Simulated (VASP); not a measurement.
Given:

```
SrCl2
1.0
    0.00000     3.51573     3.51573
    3.51573     0.00000     3.51573
    3.51573     3.51573     0.00000
Sr Cl
1 2
Direct
  0.00000   0.00000   0.00000
  0.25000   0.25000   0.25000
  0.75000   0.75000   0.75000
```

All values below come from vdW-DF2, VASP's PBE PAW potentials (set 64) (plane waves; VASP 6.6.1). Run with 520 eV cut-off, 6×6×6 Γ-centred mesh, Gaussian smearing of 0.050 eV, potentials Sr_sv Cl.

### Question
Give the stress tensor in GPa (positive for a compressed cell).

### Answer

```
1.22  0.00  0.00
0.00  1.22  0.00
0.00  0.00  1.22
```
The pressure is its mean diagonal, 1.22 GPa.

The compound is SrCl2 in the fluorite structure. This cell is one point of a volume scan, at 0.97 of the reference volume.
